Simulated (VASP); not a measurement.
These are r2SCAN meta-GGA, VASP's PBE PAW potentials (set 64) (plane waves; VASP 6.6.1) values and carry that method's errors.

VASP ran on this input.

### POSCAR
```
KMgF3
1
    3.9730174356     0.0000000000     0.0000000000
   -0.0000000000     3.9730174356     0.0000000000
   -0.0000000000    -0.0000000000     3.9730174356
K Mg F
1 1 3
Direct
  0.0000000000   0.0000000000   0.0000000000
  0.5000000000   0.5000000000   0.5000000000
  0.5000000000   0.0000000000   0.5000000000
  0.0000000000   0.5000000000   0.5000000000
  0.5000000000   0.5000000000   0.0000000000
```

File KPOINTS:
```
kpoints
0
gamma
 5 5 5
0 0 0
```

**INCAR**
```
NSW=30
EDIFF=1E-8
ALGO=Normal
LASPH=T   # aspherical one-centre terms
METAGGA=R2SCAN
LMIXTAU=T
ISIF=2
LWAVE=F
SIGMA=0.05   # width (eV)
PREC=Accurate
LREAL=F   # projection in real space or not
SYSTEM=KMgF3
NELM=100   # most electronic steps
ENCUT=520   # plane-wave cut-off (eV)
ISMEAR=0   # Gaussian
EDIFFG=-0.001
IBRION=1
LCHARG=F
```

POTCAR, in this order: K_sv Mg F (PBE.64 set). Program: vasp_std.

The resulting files:

### OSZICAR
```
       N       E                     dE             d eps       ncg     rms          rms(c)
DAV:   1     0.237061017804E+03    0.23706E+03   -0.18420E+04   400   0.161E+03
DAV:   2    -0.372758542686E+02   -0.27434E+03   -0.26250E+03   536   0.408E+02
DAV:   3    -0.481959859371E+02   -0.10920E+02   -0.10886E+02   476   0.797E+01
DAV:   4    -0.486859211651E+02   -0.48994E+00   -0.48862E+00   728   0.135E+01
DAV:   5    -0.486873400463E+02   -0.14189E-02   -0.14187E-02   464   0.787E-01    0.824E+00
DAV:   6    -0.392850495919E+02    0.94023E+01   -0.48953E+00   512   0.189E+01    0.278E+00
DAV:   7    -0.369940826388E+02    0.22910E+01   -0.13932E+00   516   0.132E+01    0.200E+00
DAV:   8    -0.414045068659E+02   -0.44104E+01   -0.96107E-01   504   0.104E+01    0.104E+00
DAV:   9    -0.365316818958E+02    0.48728E+01   -0.83834E-01   444   0.694E+00    0.111E+00
DAV:  10    -0.373406739375E+02   -0.80899E+00   -0.35086E-01   436   0.494E+00    0.211E-01
DAV:  11    -0.373422633877E+02   -0.15895E-02   -0.43829E-03   612   0.495E-01    0.212E-01
DAV:  12    -0.373904945965E+02   -0.48231E-01   -0.48370E-03   428   0.697E-01    0.201E-01
DAV:  13    -0.373912217956E+02   -0.72720E-03   -0.40724E-04   468   0.207E-01    0.238E-01
DAV:  14    -0.374159520420E+02   -0.24730E-01   -0.19361E-02   420   0.118E+00    0.539E-01
DAV:  15    -0.374172231640E+02   -0.12711E-02   -0.18949E-03   464   0.482E-01    0.598E-01
DAV:  16    -0.374179240134E+02   -0.70085E-03   -0.41823E-04   448   0.242E-01    0.572E-01
DAV:  17    -0.374181920825E+02   -0.26807E-03   -0.65455E-05   564   0.933E-02    0.565E-01
DAV:  18    -0.374182295667E+02   -0.37484E-04   -0.39025E-05   444   0.735E-02    0.566E-01
DAV:  19    -0.374183490075E+02   -0.11944E-03   -0.50782E-05   436   0.837E-02    0.553E-01
DAV:  20    -0.374181882101E+02    0.16080E-03   -0.21924E-05   468   0.416E-02    0.534E-01
DAV:  21    -0.374171846081E+02    0.10036E-02   -0.63608E-04   464   0.211E-01    0.408E-01
DAV:  22    -0.374162095472E+02    0.97506E-03   -0.10503E-03   476   0.264E-01    0.274E-01
DAV:  23    -0.374159465532E+02    0.26299E-03   -0.64943E-04   496   0.218E-01    0.157E-01
DAV:  24    -0.374158121092E+02    0.13444E-03   -0.41171E-04   660   0.171E-01    0.565E-02
DAV:  25    -0.374158525624E+02   -0.40453E-04   -0.66915E-05   492   0.752E-02    0.215E-02
DAV:  26    -0.374158442747E+02    0.82877E-05   -0.10936E-05   652   0.269E-02    0.550E-03
DAV:  27    -0.374158509249E+02   -0.66502E-05   -0.56500E-06   440   0.246E-02    0.140E-03
DAV:  28    -0.374158515839E+02   -0.65896E-06   -0.58410E-07   508   0.737E-03    0.325E-04
DAV:  29    -0.374158516443E+02   -0.60446E-07   -0.40768E-08   464   0.223E-03    0.256E-04
DAV:  30    -0.374158515934E+02    0.50927E-07   -0.54477E-09   292   0.928E-04    0.262E-04
DAV:  31    -0.374158515905E+02    0.28563E-08   -0.90682E-09   288   0.102E-03
   1 F= -.37415852E+02 E0= -.37415852E+02  d E =-.374159E+02
```

File OUTCAR:
```
------------------------ aborting loop because EDIFF is reached ----------------------------------------
  FORCE on cell =-STRESS in cart. coord.  units (eV):
  Direction    XX          YY          ZZ          XY          YZ          ZX
  --------------------------------------------------------------------------------------
  Total       -0.0595110     -0.0595110     -0.0595110     -0.0000000     -0.0000000      0.0000000
  in kB       -1.5203598     -1.5203598     -1.5203598     -0.0000000     -0.0000000      0.0000000
  external PRESSURE =      -1.5203598 kB  Pullay stress =       0.0000000 kB
  volume of cell :       62.71
      direct lattice vectors                 reciprocal lattice vectors
     3.973017436  0.000000000  0.000000000     0.251697863  0.000000000  0.000000000
     0.000000000  3.973017436  0.000000000     0.000000000  0.251697863  0.000000000
     0.000000000  0.000000000  3.973017436     0.000000000  0.000000000  0.251697863
 POSITION                                       TOTAL-FORCE (eV/Angst)
 -----------------------------------------------------------------------------------
      0.00000      0.00000      0.00000         0.000000      0.000000      0.000000
      1.98651      1.98651      1.98651         0.000000      0.000000      0.000000
      1.98651      0.00000      1.98651         0.000000      0.000000      0.000000
      0.00000      1.98651      1.98651         0.000000      0.000000      0.000000
      1.98651      1.98651      0.00000         0.000000      0.000000      0.000000
 -----------------------------------------------------------------------------------
    total drift:                                0.000000      0.000000     -0.000000
  FREE ENERGIE OF THE ION-ELECTRON SYSTEM (eV)
  ---------------------------------------------------
  free  energy   TOTEN  =       -37.4158515905 eV

  energy  without entropy=      -37.4158515905  energy(sigma->0) =      -37.41585159

 reached required accuracy - stopping structural energy minimisation
```
(Selected blocks of OUTCAR.)

The compound is KMgF3 in the cubic perovskite structure. It was relaxed first. The start is the result of an earlier pass.
